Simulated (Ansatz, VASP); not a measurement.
# Cross-check of TiIn4GaCo between VASP and Ansatz, part 2 of 2

Wanted: the spread between two codes on one cell, functional and k mesh. The cell is taken from a series of runs on this material, whose earlier steps may have relaxed, scaled, displaced or heated it; both programs get it as it stands.

VASP 6.6.1 and Ansatz 0.2.0.

So far: Set-up; VASP: relaxation of cell and atoms, PBE.

**3. Ansatz: relaxation of cell and atoms, PBE**

Level of this step: Ansatz beside VASP: Kohn-Sham DFT, plane waves, PBE (Ansatz).

Ansatz runs on its PAW soft_1 files.

The same cell, functional, mesh and smearing now go to Ansatz, which takes its cutoff from its data sets.

The input, input.yaml:

```yaml
crystal:
  lattice:
    - [4.414, 0.0, 0.0]
    - [0.0, 4.414, 0.0]
    - [0.0, 0.0, 7.144]
  atoms:
    - { symbol: In, position: [0.5, 0.0, 0.7005] }
    - { symbol: In, position: [0.5, 0.0, 0.2995] }
    - { symbol: In, position: [0.0, 0.5, 0.7005] }
    - { symbol: In, position: [0.0, 0.5, 0.2995] }
    - { symbol: Ga, position: [0.5, 0.5, 0.0] }
    - { symbol: Co, position: [0.0, 0.0, 0.5], spin: 2.0 }
    - { symbol: Ti, position: [0.0, 0.0, 0.0], spin: 1.0 }
magnetization:
  spin_polarized: true
kpoints:
  mp_grid: { grid: [6, 6, 4] }
scf:
  occupations: { method: fermi_dirac, width: 0.05 }
hamiltonian:
  xc: pbe
  pseudopotentials: { kind: paw, azcp: { folder: soft_1 } }
relax:
  f_tol: 0.015
  max_steps: 70
  cell: {}
output:
  forces: true
  stress: true
```

Launch:

```
> ansatz run input.yaml --threads 4 --pin off --max-ram 10240MiB --backend cpu --events-out ev --progress --plain --runs-dir out
```

Numbers of over 12 decimals in the logs are rounded to 6 here.

What it wrote:

```text
Engine: ansatz 0.2.0, x86_64-unknown-linux-gnu
Pseudopotentials: kind: paw
Pseudopotential: In, paw, valence charge 13, recommended cutoff 420 eV (normal), soft_1/In.paw.azcp
Pseudopotential: Ga, paw, valence charge 13, recommended cutoff 420 eV (normal), soft_1/Ga.paw.azcp
Pseudopotential: Co, paw, valence charge 17, recommended cutoff 420 eV (normal), soft_1/Co.paw.azcp
Pseudopotential: Ti, paw, valence charge 12, recommended cutoff 420 eV (normal), soft_1/Ti.paw.azcp
Functional definition: PBE
  parameter kappa = 0.804
  parameter beta = 0.066725
  exchange = pbe_x(kappa = kappa, mu = beta*pi^2/3)
  correlation = pbe_c(beta = beta)
Crystal: 7 atoms, lattice volume = 139.189 Å³
Basis set: ecut = 420 eV, 2711 PW (Γ), exchange–correlation on 60×60×96 points (8 copies of the dense FFT grid, shifted against one another)
Bands: 59, of which v1, the nominal top of the filled ones, is band 47 counted from 1 (46 counted from 0)
Symmetry: 16 space group operations
Space group: P4/mmm (ITA 123), of the structure as read, at distance tolerance 5.2e-5 Å
Magnetic group: BNS 123.339 (UNI 999), of the structure as read, at distance tolerance 5.2e-5 Å
k-points: 30 of 144
Non-local potential: In, projectors of the file, l = 0: 2, l = 1: 2, l = 2: 2, l = 3: 1
Non-local potential: Ga, projectors of the file, l = 0: 2, l = 1: 2, l = 2: 3, l = 3: 1
Non-local potential: Co, projectors of the file, l = 0: 3, l = 1: 2, l = 2: 3, l = 3: 1
Non-local potential: Ti, projectors of the file, l = 0: 3, l = 1: 2, l = 2: 3, l = 3: 1
PAW form: soft (Blöchl's): semilocal exchange-correlation on the pseudo side does not see the compensation charge
PAW one-centre angular grid: In, 590 points (default); XC on 64 Gauss nodes
PAW one-centre angular grid: Ga, 590 points (default); XC on 64 Gauss nodes
PAW one-centre angular grid: Co, 590 points (default); XC on 64 Gauss nodes
PAW one-centre angular grid: Ti, 590 points (default); XC on 64 Gauss nodes
Initial density: superposition of atomic densities (chi_scale 0.1, normalization cell)
Starting moments: Σ|m| = 3 μB on 2 of 7 sites
Initial wavefunctions: pseudopotential atomic-orbital guess
Functional: x = pbe(κ = 0.804, μ = 0.219515), c = pbe(β = 0.066725)
SCF iter   1: F=—  HF=-33798.307171 eV  |F-HF|=—  |Δ(HF+E_count)|=         —  Δρ=3.42e-2 (↑1.93e-2 ↓3.42e-2)  dr2=4.12e0  dr2_m=3.93e-1  M=1.771 μB ∫|m|=2.409 μB  β_m=0.30  ethr=3.10e-3  ⟨swp⟩=6.8  Hψ=13004  notcnv=0  defer=6
Mixer restart at iter 1: flushing history
preconditioner: auto → Kerker (q_TF=auto, 2.556 Å⁻¹)  [metal: Δε(μ)=0.018 eV  Ē_g=12.749 eV  σ=0.050 eV  W_gap=0.09  n_scr=36 (ndim 8)  ℏωp=27.8 eV  f_vac=0.000  D(μ)=5.00/eV (n_scr^D=36)]
spin=Collinear: Kerker preconditioning applied to the charge; magnetization (m = ρ↑ − ρ↓) channel mixes plain (no charge-response kernel on spin).
SCF iter   2: F=—  HF=-33799.222134 eV  |F-HF|=—  |Δ(HF+E_count)|=   9.15e-1  Δρ=2.94e-2 (↑1.58e-2 ↓2.94e-2)  dr2=2.68e0  dr2_m=3.94e-1  M=1.603 μB ∫|m|=2.254 μB  β_m=0.60  ethr=3.10e-3  ⟨swp⟩=2.0  Hψ=4901  notcnv=0  defer=160
SCF iter   3: F=—  HF=-33800.587893 eV  |F-HF|=—  |Δ(HF+E_count)|=    1.37e0  Δρ=2.72e-2 (↑5.20e-3 ↓2.72e-2)  dr2=1.49e0  dr2_m=2.80e-1  M=0.986 μB ∫|m|=1.562 μB  β_m=0.79  ethr=2.85e-3  ⟨swp⟩=2.7  Hψ=5176  notcnv=0  defer=163
SCF iter   4: F=—  HF=-33800.020829 eV  |F-HF|=—  |Δ(HF+E_count)|=   5.67e-1  Δρ=4.16e-2 (↑4.16e-2 ↓2.89e-2)  dr2=4.70e0  dr2_m=5.39e-2  M=0.537 μB ∫|m|=0.902 μB  β_m=0.63  ethr=1.59e-3  ⟨swp⟩=3.9  Hψ=8206  notcnv=0  defer=159  recentre
SCF iter   5: F=—  HF=-33800.572075 eV  |F-HF|=—  |Δ(HF+E_count)|=   5.51e-1  Δρ=1.13e-2 (↑1.13e-2 ↓4.47e-3)  dr2=7.96e-2  dr2_m=6.86e-2  M=0.712 μB ∫|m|=1.096 μB  β_m=0.81  ethr=1.59e-3  ⟨swp⟩=3.0  Hψ=7786  notcnv=0  defer=154
SCF iter   6: F=—  HF=-33800.706598 eV  |F-HF|=—  |Δ(HF+E_count)|=         —  Δρ=2.00e-2 (↑2.00e-2 ↓4.68e-3)  dr2=2.90e-1  dr2_m=1.71e-1  M=0.340 μB ∫|m|=0.536 μB  β_m=0.81  ethr=8.47e-5  ⟨swp⟩=2.2  Hψ=7105  notcnv=0  defer=150
Mixer restart at iter 6: flushing history
SCF iter   7: F=—  HF=-33800.811424 eV  |F-HF|=—  |Δ(HF+E_count)|=   1.05e-1  Δρ=2.48e-2 (↑1.36e-2 ↓2.48e-2)  dr2=1.37e0  dr2_m=4.79e-2  M=0.225 μB ∫|m|=0.338 μB  β_m=0.56  ethr=8.47e-5  ⟨swp⟩=3.7  Hψ=8157  notcnv=0  defer=150  recentre
SCF iter   8: F=—  HF=-33800.697785 eV  |F-HF|=—  |Δ(HF+E_count)|=   1.14e-1  Δρ=1.74e-2 (↑1.74e-2 ↓4.26e-3)  dr2=3.93e-1  dr2_m=6.70e-2  M=0.262 μB ∫|m|=0.400 μB  β_m=0.57  ethr=8.47e-5  ⟨swp⟩=3.9  Hψ=8785  notcnv=0  defer=156
[...]
the starting moments were not kept: the SCF closed with an absolute magnetisation of 5.7e-5 μB, where they sum to 3 μB in size (2 sites). That is at most 0.1 of that sum. Measured as dr2_m measures the in/out step, that magnetisation stands 1.5e-9 eV from none, at or under the dr2_threshold of 1.5e-7 eV: it is no larger than a step whose dr2_m would equal this threshold.
SCF 5 converged in 8 iterations: F = -33800.739013 eV  dr2 = 8.86e-8
[...]
SCF iter   4: F=—  HF=-33800.738771 eV  |F-HF|=—  |Δ(HF+E_count)|=   3.17e-7  Δρ=1.84e-6 (↑1.47e-6 ↓1.84e-6)  dr2=8.56e-9  dr2_m=5.86e-11  M=0.000 μB ∫|m|=0.000 μB  β_m=0.77  ethr=1.01e-11  ⟨swp⟩=2.0  Hψ=6395  notcnv=0
SCF iter   5: F=—  HF=-33800.738771 eV  |F-HF|=—  |Δ(HF+E_count)|=   2.92e-8  Δρ=1.46e-6 (↑1.19e-6 ↓1.46e-6)  dr2=1.01e-8  dr2_m=2.82e-11  M=0.000 μB ∫|m|=0.000 μB  β_m=0.89  ethr=9.10e-12  ⟨swp⟩=2.0  Hψ=6277  notcnv=0
SCF iter   6: F=—  HF=-33800.738771 eV  |F-HF|=—  |Δ(HF+E_count)|=   1.12e-8  Δρ=1.73e-6 (↑1.55e-6 ↓1.73e-6)  dr2=1.39e-8  dr2_m=1.21e-11  M=0.000 μB ∫|m|=0.000 μB  β_m=0.87  ethr=9.10e-12  ⟨swp⟩=2.0  Hψ=5870  notcnv=0
SCF iter   7: F=—  HF=-33800.738772 eV  |F-HF|=—  |Δ(HF+E_count)|=   6.95e-9  Δρ=5.53e-7 (↑4.80e-7 ↓5.53e-7)  dr2=2.39e-9  dr2_m=2.55e-12  M=0.000 μB ∫|m|=0.000 μB  β_m=0.89  ethr=9.10e-12  ⟨swp⟩=2.0  Hψ=6406  notcnv=0
SCF iter   8: F=—  HF=-33800.738769 eV  |F-HF|=—  |Δ(HF+E_count)|=   2.55e-6  Δρ=2.09e-7 (↑1.51e-7 ↓2.09e-7)  dr2=2.31e-10  dr2_m=1.56e-12  M=0.000 μB ∫|m|=0.000 μB  β_m=0.95  ethr=2.54e-12  ⟨swp⟩=2.0  Hψ=6122  notcnv=0
SCF iter   9: F=—  HF=-33800.738769 eV  |F-HF|=—  |Δ(HF+E_count)|=  1.46e-11  Δρ=6.31e-8 (↑6.31e-8 ↓5.06e-8)  dr2=1.92e-11  dr2_m=8.74e-14  M=0.000 μB ∫|m|=0.000 μB  β_m=0.97  ethr=1.00e-12  ⟨swp⟩=2.0  Hψ=4310  notcnv=0
SCF iter  10: F=—  HF=-33800.738769 eV  |F-HF|=—  |Δ(HF+E_count)|=  2.91e-11  Δρ=3.76e-8 (↑3.76e-8 ↓2.70e-8)  dr2=6.97e-12  dr2_m=1.16e-13  M=0.000 μB ∫|m|=0.000 μB  β_m=0.99  ethr=1.00e-12  ⟨swp⟩=1.5  Hψ=3569  notcnv=0
SCF iter  11: F=—  HF=-33800.738769 eV  |F-HF|=—  |Δ(HF+E_count)|=  1.46e-11  Δρ=2.05e-8 (↑2.05e-8 ↓1.57e-8)  dr2=3.28e-12  dr2_m=2.58e-14  M=0.000 μB ∫|m|=0.000 μB  β_m=0.99  ethr=1.00e-12  ⟨swp⟩=1.0  Hψ=3540  notcnv=0
SCF iter  12: F=—  HF=-33800.738769 eV  |F-HF|=—  |Δ(HF+E_count)|=  1.46e-11  Δρ=2.15e-8 (↑2.15e-8 ↓1.87e-8)  dr2=2.33e-12  dr2_m=3.53e-15  M=0.000 μB ∫|m|=0.000 μB  β_m=1.00  ethr=1.00e-12  ⟨swp⟩=1.0  Hψ=3540  notcnv=0
SCF iter  13: F=-33800.738769 eV  HF=-33800.738769 eV  |F-HF|=7.28e-12  |Δ(HF+E_count)|=  2.91e-11  Δρ=1.19e-8 (↑1.19e-8 ↓1.19e-8)  dr2=1.80e-12  dr2_m=4.73e-16  M=0.000 μB ∫|m|=0.000 μB  ethr=1.00e-12  ⟨swp⟩=2.1  Hψ=8078  notcnv=0
the starting moments were not kept: the SCF closed with an absolute magnetisation of 1.2e-7 μB, where they sum to 3 μB in size (2 sites). That is at most 0.1 of that sum. Measured as dr2_m measures the in/out step, that magnetisation stands 5.7e-15 eV from none, at or under the dr2_threshold of 7.0e-11 eV: it is no larger than a step whose dr2_m would equal this threshold.
SCF 6 converged in 13 iterations: F = -33800.738769 eV  dr2 = 1.80e-12
relax step   6: F+E_penalty+E_count = -33800.73876895 eV  Δ(F+E_penalty+E_count) = +2.442e-4 eV  max|allowed force component| = 1.067e-3 eV/Å  Δτ_max = 0.0000 Å  P = +0.005 GPa  Ω = 138.317 Å³  stress off target by 5.08e-3 GPa  SCF on the basis re-selected at this cell (its energy is not comparable with the rows above)  (13 SCF iters)
basis re-selected at this cell: Δ(F+E_penalty+E_count) = +2.442e-4 eV, ΔP = -0.001 GPa vs the last step (what re-selecting the basis moved, of the pressure what is left beyond the Pulay correction that the steps carried, after the strain that the cell walked since its last selection, with what the two solves' SCF thresholds leave and, on support functions, any second-order correction that the steps lacked; it is no m [...]
SCF converged after 13 iterations
Magnetization: 0.0000 μB (47.0000 up, 47.0000 down)
Absolute magnetization: 0.0000 μB (∫|ρ↑−ρ↓|, with the PAW one-centre terms)
Spin contamination: 0.0000 ħ² per cell (⟨S²⟩ above its minimum at these occupations)
Per-site moments (μB) at R_I (Å): [(-1.3587497806179953e-9, 1.100298), (-1.3587496318807693e-9, 1.100298), (-1.3587493715052656e-9, 1.100298), (-1.358749242883283e-9, 1.100298), (-3.3251780042882756e-9, 1.241249), (4.055492352623292e-8, 1.100298), (5.068824440916771e-8, 1.241249)]
Free energy (F): -33800.738769 eV
Harris-Foulkes:  -33800.738769 eV  (|F-HF|=7.28e-12)
Internal energy: -33800.705796 eV  (E = F + TS)
E sigma→0 (E₀):  -33800.722282 eV
Entropy (-TS):   -0.032973 eV (-4.710 meV/atom)
Fermi energy:    12.739665 eV
--- Per-component energies (eV) ---
  E_band       = -487.527785
  E_kinetic    = 1564.723934
  E_local      = -9708.055167  (includes V_loc(G=0)·N_el)
  E_nonlocal   = 1715.000280
  E_hartree    = 4436.725385
  E_xc         = -845.055075
  E_vxc        = -679.922461  (∫ρ·V_xc dr)
  E_paw        = -21446.771971  (= ΣΔE_a)
  E_vpaw       = -2252.725373  (= ΣTr[D̂ρ^β])
  E_aug_tail   = 0.000254  (compensation charges beyond the density's cutoff)
  E_ewald      = -9517.273436
  E_smearing   = -0.032973  (= −TS)
  E_closure    = -0.000000  (closes the sum)
  Σ components = -33800.738769   (vs F -33800.738769, Δ=0.00e0)
--- Forces (eV/Å), atoms counted from 1 ---
  atom   1  In    -0.00000000    -0.00000000    -0.00106670
  atom   2  In     0.00000000     0.00000000     0.00106670
  atom   3  In     0.00000000     0.00000000    -0.00106670
  atom   4  In    -0.00000000    -0.00000000     0.00106670
  atom   5  Ga    -0.00000000     0.00000000     0.00000000
  atom   6  Co    -0.00000000     0.00000000     0.00000000
  atom   7  Ti     0.00000000     0.00000000     0.00000000
  max |Σ_I F_I| component: 1.39e-17 eV/Å
--- Stress (GPa, compression-positive) ---
        0.004697      -0.000000      -0.000000
       -0.000000       0.004697       0.000000
       -0.000000       0.000000       0.005076
  P = ⅓ Tr σ = 0.0048 GPa (0.048 kbar)
--- Relaxed structure (5 steps of the walk, 4 accepted, 1 SCFs on fresh bases) ---
  F+E_penalty+E_count = -33800.73876895 eV   max|allowed force component| = 1.067e-3 eV/Å   (the final SCF, on the basis selected at the relaxed cell)
  cell:  # Å, volume = 138.3168 Å³
    - [4.433592, 0, 0]
    - [0, 4.433592, 0]
    - [0, 0, 7.036609]
  atoms:
    - { symbol: In, position: [0.500000, 0, 0.710826] }
    - { symbol: In, position: [0.500000, 0, 0.289174] }
    - { symbol: In, position: [0, 0.500000, 0.710826] }
    - { symbol: In, position: [0, 0.500000, 0.289174] }
    - { symbol: Ga, position: [0.500000, 0.500000, 0] }
    - { symbol: Co, position: [0, 0, 0.500000] }
    - { symbol: Ti, position: [0, 0, 0] }
```

**4. Comparison**

Known differences besides the potentials themselves: the data sets hold 94 valence electrons in Ansatz (on its PAW soft_1 files) and 86 in VASP; the cutoff is 420 eV in Ansatz and 600 eV in VASP; Ansatz adds a Pulay correction to the stress that steers its cell, VASP none. Total energies have different zeros and are not compared.

Both answers:

```tsv
quantity	Ansatz	VASP	difference
volume (Å³)	138.32	138.40	-0.06 %
edge a after relaxation, in the typed setting (Å)	4.434	4.433	+0.01 %
edge c after relaxation, in the typed setting (Å)	7.037	7.042	-0.07 %
```

**5. Summary of results**

| Quantity | Value |
| --- | --- |
| difference in edge c after relaxation, in the typed setting (relaxation of cell and atoms, PBE) | -0.071 % |

What this shows: The difference in edge c after relaxation, in the typed setting is -0.071 % (relaxation of cell and atoms, PBE), within the 1.2 % picked in this series as the mark of a large difference, as far as the stopping tolerances let one tell. The data sets hold unlike numbers of valence electrons (94 in Ansatz and 86 in VASP), so part of the differences comes from the potentials. Such differences can come from data sets, numerical settings and the points named under the comparisons, not from the functional's error against experiment.

[Lines on the potential files, build, host, timing and source positions are cut from VASP's logs without a mark.]

[Logs are printed without paths, hosts, clocks, repeated set-up lines and the standing remarks that a program may print on its own settings, such as how far it seeks lower states.]

[Hosts, paths, dates, database ids (printed as entryN), source tags and the programs' standing remarks are cut or masked in the printed files.]
